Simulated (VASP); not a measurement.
**PdAu4: single point with r2SCAN**

Crystal: PdAu4.

```xyz
5
Lattice="-2.8142 2.8142 2.8142 2.8142 -2.8142 2.8142 2.8142 2.8142 -2.8142" Properties=species:S:1:pos:R:3 pbc="T T T"
Pd    0.0000    0.0000    0.0000
Au    1.4071    1.4071    1.4071
Au   -1.4071    1.4071    1.4071
Au    1.4071    1.4071   -1.4071
Au    1.4071   -1.4071    1.4071
```

The cell was built by a generator and needn't be a form met in nature.

```json
{"Program": "VASP 6.6.1", "Task": "single point", "Functional": "r2SCAN", "Potentials or basis": "VASP PAW PBE potentials, release 64 (Pd, Au)", "Cutoff": "520 eV", "k mesh": "5 × 5 × 5", "Occupations": "fermi-dirac, width 0.1 eV", "Spin": "no spin polarisation", "Dipole correction": "no", "Further INCAR settings": "ALGO = Normal; EDIFF = 1e-06; NBANDS = 35"}
```

The pressure is 31.3 GPa and the band gap on the k mesh is none (metal or under the smearing width).

Levels at points of the mesh, in eV from the Fermi level:
```csv
k point,band 24,band 25,band 26,band 27,band 28,band 29,band 30,band 31
"(0.00, 0.00, 0.00)",0.25,0.25,0.25,2.21,2.21,2.21,3.47,3.47
```

Run time: 72 s on 1 thread of Intel(R) Xeon(R) Platinum 8559C (Emerald Rapids) (shared host), peak memory 0.22 GiB.

Caveat: a pressure of tens of GPa on the cell as given is suspect, and the run, the potentials or the cell itself is likely at fault; the PAW data sets were made with another functional, which shifts forces and pressure a little. Spin-orbit coupling is left out, which matters for the levels of Au.
